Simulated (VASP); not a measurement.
Wanted: the native input for a VASP 6.6.1 run.

| Item | Value |
| --- | --- |
| Task | relaxation of cell and atoms |
| Functional | PBE |
| Potentials or basis | VASP PAW PBE potentials, release 64 (Be, Cd, Te) |
| Cutoff | 520 eV |
| k mesh | 3 × 3 × 3 |
| Occupations | gaussian, width 0.15 eV |
| Spin | no spin polarisation |
| Further INCAR settings | PREC = Normal; ALGO = Fast; EDIFF = 0.0001; IBRION = 2; EDIFFG = -0.08; NSW = 24; ISIF = 3 |

The structure of Be3CdTe4 lies in POSCAR:

```
Be3CdTe4
1.0
   -3.6482532600      3.6482532600      3.6482532600
    3.6482532600     -3.6482532600      3.6482532600
    3.6482532600      3.6482532600     -3.6482532600
Be Cd Te
3 1 4
Direct
    0.0000000000      0.5000000000      0.5000000000
    0.5000000000      0.0000000000      0.5000000000
    0.5000000000      0.5000000000      0.0000000000
    0.0000000000      0.0000000000      0.0000000000
    0.5000000000      0.5000000000      0.5000000000
    0.0000000000      0.0000000000      0.5000000000
    0.0000000000      0.5000000000      0.0000000000
    0.5000000000      0.0000000000      0.0000000000
```

The cell was built by a generator and needn't be a form met in nature.

These files were run (other wordings do the same):

INCAR

```
SYSTEM = Be3CdTe4
PREC = Normal ; ENCUT = 520
EDIFF = 1E-4 ; ISMEAR = 0
SIGMA = 0.15 ; LREAL = .FALSE.
LASPH = .TRUE. ; NELM = 60
ALGO = Fast ; ISIF = 3
LWAVE = .FALSE. ; LCHARG = .FALSE.
GGA = PE ; IBRION = 2
NSW = 24 ; EDIFFG = -0.08
```

KPOINTS

```
Automatic mesh
0
G
  3 3 3
  0 0 0
```

Potentials or basis: VASP PAW PBE potentials, release 64 (Be, Cd, Te).

Command:

```sh
$ cat potpaw_PBE.64/Be/POTCAR potpaw_PBE.64/Cd/POTCAR potpaw_PBE.64/Te/POTCAR > POTCAR
$ mpirun -np 4 vasp_std > vasp.out
```

Results of the run:

- Relaxed volume: 21.48 Å³/atom
- Relaxed cell: a = 6.066 Å, b = 6.066 Å, c = 6.066 Å, α = 109.47°, β = 109.47°, γ = 109.47°
- Space group after relaxing (to 0.05 Å): Im-3m (No. 229)
- Energy gained by relaxing: 53.6 meV/atom
- Ionic steps: 2
- Pressure after relaxing: 0.1 GPa
- Band gap on the k mesh: none (metal or under the smearing width)

Caveat: the k mesh is coarse (spacing up to 0.41 Å⁻¹), so the values aren't converged.

It took 10 s on 4 MPI ranks on Intel(R) Xeon(R) Platinum 8259CL CPU @ 2.50GHz (Skylake/Cascade Lake), on a shared host, peak memory 0.14 GiB a rank.
